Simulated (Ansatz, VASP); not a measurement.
**Cross-check of Ni (Nickel) between VASP and Ansatz**

One calculation is typed for both programs; each brings its own data sets. How far apart do they land? The cell is taken from a series of runs on this material, whose earlier steps may have relaxed, scaled, displaced or heated it; both programs get it as it stands.

Method: plane waves, with VASP 6.6.1 beside it; elastic constants at LDA, in Ansatz 0.2.0.

### Step 1. Set-up

It takes space group Fm-3m (No. 225, cubic). Conventional cell: a = 3.419 Å, b = 3.419 Å, c = 3.419 Å, α = 90.00°, β = 90.00°, γ = 90.00°. Nearest to Ni lie 12 Ni at 2.42 Å.

### Step 2. VASP: elastic constants, LDA

Elastic constants are differences of stresses under small strains, so they test the stress and the mesh.

Lines of VASP's logs that name or quote its potential files are left out, and so is its time.

Contents of INCAR:

```
SYSTEM = Ni
PREC = Accurate
ENCUT = 600
EDIFF = 1E-08
NELM = 120
ISMEAR = 1
SIGMA = 0.25
LREAL = .FALSE.
ALGO = Normal
GGA = PW92
NBANDS = 11
LASPH = .TRUE.
LORBIT = 11
LWAVE = .FALSE.
LCHARG = .FALSE.
ISIF = 3
IBRION = 6
NFREE = 2
POTIM = 0.015
NSW = 1
GGA_COMPAT = .FALSE.
KPAR = 2
```

Contents of POSCAR:

```
Ni
1.0
    0.0000000000      1.7093095367      1.7093095367
    1.7093095367      0.0000000000      1.7093095367
    1.7093095367      1.7093095367      0.0000000000
Ni
1
Direct
    0.0000000000      0.0000000000      0.0000000000
```

Contents of KPOINTS:

```
Automatic mesh
0
Gamma
28 28 28
0 0 0
```

Potentials, in the order of the species: Ni (LDA family, release 64).

On the command line:

```sh
> mpirun -np 2 vasp_std
```

Numbers of over 12 decimals in the logs are rounded to 6 here.

The log of the run:

```text
[banner, memory and clock lines left out]
running    2 mpi-ranks, on    1 nodes
 distrk:  each k-point on    1 cores,    2 groups
 distr:  one band on    1 cores,    1 groups

 POSCAR found type information on POSCAR Ni
 POSCAR found :  1 types and       1 ions
|                                                                             |
|               ----> ADVICE to this user running VASP <----                  |
|                                                                             |
|     You enforced a specific xc type in the INCAR file but a different       |
|     [... a line on the potential file left out ...]
|     I HOPE YOU KNOW WHAT YOU ARE DOING!                                     |
|                                                                             |

 LDA part: xc-table for (Slater(with rela. corr.)+PW92), standard interpolation
 POSCAR, INCAR and KPOINTS ok, starting setup
 FFT: planning ... GRIDC
 FFT: planning ... GRID_SOFT
 FFT: planning ... GRID
 WAVECAR not read
 entering main loop
       N       E                     dE             d eps       ncg     rms          rms(c)
DAV:   1     0.310738520022E+02    0.31074E+02   -0.54379E+03 14097   0.143E+03
DAV:   2    -0.654759046303E+01   -0.37621E+02   -0.35713E+02 14286   0.187E+02
DAV:   3    -0.765701250567E+01   -0.11094E+01   -0.10961E+01 15357   0.365E+01
DAV:   4    -0.766651591406E+01   -0.95034E-02   -0.95003E-02 15393   0.308E+00
DAV:   5    -0.766671135695E+01   -0.19544E-03   -0.19544E-03 15689   0.425E-01    0.108E+01
DAV:   6    -0.686532569662E+01    0.80139E+00   -0.14654E+01 16799   0.558E+01    0.548E+00
DAV:   7    -0.656902964868E+01    0.29630E+00   -0.23713E+00 16580   0.212E+01    0.200E+00
DAV:   8    -0.654646120259E+01    0.22568E-01   -0.29023E-02 20207   0.161E+00    0.531E-01
DAV:   9    -0.654418406046E+01    0.22771E-02   -0.18479E-03 19887   0.307E-01    0.457E-02
DAV:  10    -0.654417985584E+01    0.42046E-05   -0.39119E-05 19746   0.480E-02    0.355E-02
DAV:  11    -0.654418361453E+01   -0.37587E-05   -0.14888E-06 17052   0.147E-02    0.245E-03
DAV:  12    -0.654418360322E+01    0.11308E-07   -0.34080E-08 13838   0.158E-03    0.159E-03
DAV:  13    -0.654418360446E+01   -0.12426E-08   -0.18104E-09  8346   0.383E-04
   1 F= -.65441836E+01 E0= -.65389166E+01  d E =-.158011E-01
[... from here on, the cycles between the ionic steps are left out ...]
   2 F= -.65415672E+01 E0= -.65362059E+01  d E =-.160840E-01
   3 F= -.65422628E+01 E0= -.65371304E+01  d E =-.153973E-01
   7 F= -.65422628E+01 E0= -.65371304E+01  d E =-.153973E-01
   8 F= -.65431759E+01 E0= -.65379365E+01  d E =-.157182E-01
   9 F= -.65431759E+01 E0= -.65379365E+01  d E =-.157182E-01
  10 F= -.65431759E+01 E0= -.65379365E+01  d E =-.157182E-01
  11 F= -.65431759E+01 E0= -.65379365E+01  d E =-.157182E-01
  12 F= -.65431759E+01 E0= -.65379365E+01  d E =-.157182E-01
  13 F= -.65431759E+01 E0= -.65379365E+01  d E =-.157182E-01
  14 F= -.65441861E+01 E0= -.65389191E+01  d E =-.158011E-01
 Finite differences progress:
  Degree of freedom:   7/  7
  Displacement:        1/  2
  Total:              13/ 14
 bond charge predicted
       N       E                     dE             d eps       ncg     rms          rms(c)
DAV:   1    -0.654329131346E+01    0.89478E-03   -0.35262E+00 15435   0.144E+01    0.187E-01
DAV:   2    -0.654488206321E+01   -0.15907E-02   -0.25129E-02 13771   0.192E+00    0.116E-01
DAV:   3    -0.654424076752E+01    0.64130E-03   -0.10567E-03 16366   0.344E-01    0.435E-02
DAV:   4    -0.654418597953E+01    0.54788E-04   -0.18065E-04 16138   0.170E-01    0.416E-03
DAV:   5    -0.654418598966E+01   -0.10128E-07   -0.25412E-06 19843   0.193E-02    0.186E-03
DAV:   6    -0.654418608908E+01   -0.99421E-07   -0.72383E-08 15430   0.333E-03    0.581E-05
DAV:   7    -0.654418609611E+01   -0.70299E-08   -0.39646E-10  9574   0.228E-04
  15 F= -.65441861E+01 E0= -.65389191E+01  d E =-.158011E-01
 Finite differences progress:
  Degree of freedom:   7/  7
  Displacement:        2/  2
  Total:              14/ 14
```

Parts of OUTCAR (step 2):

```text
ion  position               nearest neighbor table
   1  0.000  0.000  0.000-

  LATTYP: Found a face centered cubic cell.
 ALAT       =     3.4186190734

 Subroutine GETGRP returns: Found 48 space group operations
 (whereof 48 operations were pure point group operations)

The static configuration has the point symmetry O_h .

 Found    624 irreducible k-points:

   k-points           NKPTS =    624   k-points in BZ     NKDIM =    624   number of bands    NBANDS=     11

   dimension x,y,z NGX =    20 NGY =   20 NGZ =   20
   dimension x,y,z NGXF=    40 NGYF=   40 NGZF=   40

   ENCUT  =  600.0 eV  44.10 Ry    6.64 a.u.   4.83  4.83  4.83*2*pi/ulx,y,z

   NELECT =      10.0000    total number of electrons

 k-points in reciprocal lattice and weights: Automatic mesh
   0.00000000  0.00000000  0.00000000       0.000
   0.03571429  0.00000000  0.00000000       0.000
   0.07142857  0.00000000  0.00000000       0.000
   0.10714286  0.00000000  0.00000000       0.000
   0.14285714  0.00000000  0.00000000       0.000
   0.17857143  0.00000000  0.00000000       0.000
   0.21428571  0.00000000  0.00000000       0.000
   0.25000000  0.00000000  0.00000000       0.000
   0.28571429  0.00000000  0.00000000       0.000
[...]
-0.28571429  0.50000000  0.21428571       0.001
  -0.25000000  0.50000000  0.25000000       0.000

 average (electrostatic) potential at core
       1 -80.9141

 E-fermi :  10.1594

 k-point     1 :       0.0000    0.0000    0.0000
  band No.  band energies     occupation
    ...
      2       8.0361      2.00000
      3       8.0361      2.00000
      4       8.0361      2.00000
      5       9.3207      2.00002
      6       9.3207      2.00002
      7      34.7912      0.00000
      8      39.2615      0.00000
      9      39.2615      0.00000
     10      39.2615      0.00000
     11      42.6097      0.00000

 k-point     2 :       0.0357    0.0000    0.0000
  band No.  band energies     occupation
    ...
      2       8.0200      2.00000
      3       8.0494      2.00000
      4       8.0494      2.00000
      5       9.3146      2.00002
      6       9.3146      2.00002
      7      34.6843      0.00000
      8      38.4178      0.00000
      9      39.1487      0.00000
     10      39.1487      0.00000
     11      42.7786      0.00000

 k-point     3 :       0.0714    0.0000    0.0000
  band No.  band energies     occupation
    ...
      2       7.9737      2.00000
      3       8.0872      2.00000
      4       8.0872      2.00000
      5       9.2984      2.00001
      6       9.2984      2.00001
      7      34.2077      0.00000
      8      37.0882      0.00000
      9      38.8685      0.00000
     10      38.8685      0.00000
     11      43.2119      0.00000

  Total       -0.0270130     -0.0270130     -0.0270130      0.0000000     -0.0000000      0.0000000
  in kB       -4.3330275     -4.3330275     -4.3330275      0.0000000     -0.0000000      0.0000000
  external PRESSURE =      -4.3330275 kB  Pullay stress =       0.0000000 kB

  energy-cutoff  :      600.00
  volume of cell :        9.99
      direct lattice vectors                 reciprocal lattice vectors
     0.000000000  1.709309537  1.709309537    -0.292515773  0.292515773  0.292515773
     1.709309537  0.000000000  1.709309537     0.292515773 -0.292515773  0.292515773
     1.709309537  1.709309537  0.000000000     0.292515773  0.292515773 -0.292515773

 POSITION                                       TOTAL-FORCE (eV/Angst)
 -----------------------------------------------------------------------------------
     -0.01500      0.00000      0.00000        -0.000000      0.000000      0.000000
 -----------------------------------------------------------------------------------
    total drift:                               -0.000015     -0.000000     -0.000000

  FREE ENERGIE OF THE ION-ELECTRON SYSTEM (eV)
  ---------------------------------------------------
  free  energy   TOTEN  =        -6.5441860961 eV

  energy  without entropy=       -6.5283850278  energy(sigma->0) =       -6.53891907

  SYMMETRIZED ELASTIC MODULI (kBar)
 Direction    XX          YY          ZZ          XY          YZ          ZX
 --------------------------------------------------------------------------------
 XX        3240.6653   2198.2054   2198.2054      0.0000      0.0000     -0.0000
 YY        2198.2054   3240.6653   2198.2054      0.0000      0.0000      0.0000
 ZZ        2198.2054   2198.2054   3240.6653     -0.0000      0.0000      0.0000
 XY           0.0000      0.0000     -0.0000   1444.4152      0.0000      0.0000
 YZ           0.0000      0.0000      0.0000      0.0000   1444.4152      0.0000
 ZX          -0.0000      0.0000      0.0000      0.0000      0.0000   1444.4152
 --------------------------------------------------------------------------------

 Eigenvectors and eigenvalues of the dynamical matrix
 ----------------------------------------------------

   1 f/i=    0.000000 THz     0.000000 2PiTHz    0.000000 cm-1     0.000000 meV
             X         Y         Z           dx          dy          dz
      0.000000  0.000000  0.000000    -0.851498    0.524358    0.000000

   2 f/i=    0.000000 THz     0.000000 2PiTHz    0.000000 cm-1     0.000000 meV
             X         Y         Z           dx          dy          dz
      0.000000  0.000000  0.000000     0.000000    0.000000    1.000000

   3 f/i=    0.000000 THz     0.000000 2PiTHz    0.000000 cm-1     0.000000 meV
             X         Y         Z           dx          dy          dz
      0.000000  0.000000  0.000000    -0.524358   -0.851498    0.000000

 ELASTIC MODULI CONTR FROM IONIC RELAXATION (kBar)
 Direction    XX          YY          ZZ          XY          YZ          ZX
 --------------------------------------------------------------------------------
 XX           0.0000      0.0000      0.0000      0.0000      0.0000      0.0000
 YY           0.0000      0.0000      0.0000      0.0000      0.0000      0.0000
 ZZ           0.0000      0.0000      0.0000      0.0000      0.0000      0.0000
 XY           0.0000      0.0000      0.0000      0.0000      0.0000      0.0000
 YZ           0.0000      0.0000      0.0000      0.0000      0.0000      0.0000
 ZX           0.0000      0.0000      0.0000      0.0000      0.0000      0.0000
 --------------------------------------------------------------------------------

 TOTAL ELASTIC MODULI (kBar)
 Direction    XX          YY          ZZ          XY          YZ          ZX
 --------------------------------------------------------------------------------
 XX        3240.6653   2198.2054   2198.2054      0.0000      0.0000     -0.0000
 YY        2198.2054   3240.6653   2198.2054      0.0000      0.0000      0.0000
 ZZ        2198.2054   2198.2054   3240.6653     -0.0000      0.0000      0.0000
 XY           0.0000      0.0000     -0.0000   1444.4152      0.0000      0.0000
 YZ           0.0000      0.0000      0.0000      0.0000   1444.4152      0.0000
 ZX          -0.0000      0.0000      0.0000      0.0000      0.0000   1444.4152
 --------------------------------------------------------------------------------

 total charge
# of ion       s       p       d       tot
------------------------------------------
    1        0.534   0.572   8.379   9.486

[... 3 further parts left out ...]
```

CONTCAR:

```
Ni
   1.00000000000000
     0.0000000000000000    1.7093095367000000    1.7093095367000000
     1.7093095367000000    0.0000000000000000    1.7093095367000000
     1.7093095367000000    1.7093095367000000    0.0000000000000000
  Ni
     1
Direct
     0.0043877365912786   -0.0043877365912786   -0.0043877365912786
```

This run has no spin polarisation, so a moment on Ni, if there is one, isn't seen.

Levels, forces or a CONTCAR printed for this step are those of its last displaced cell, not of the structure at rest.

(Continued in part 2 of 2.)

[Lines on the potential files, build, host, timing and source positions are cut from VASP's logs without a mark.]

[Logs are printed without paths, hosts, clocks, repeated set-up lines and the standing remarks that a program may print on its own settings, such as how far it seeks lower states.]

[Hosts, paths, dates, database ids (printed as entryN), source tags and the programs' standing remarks are cut or masked in the printed files.]
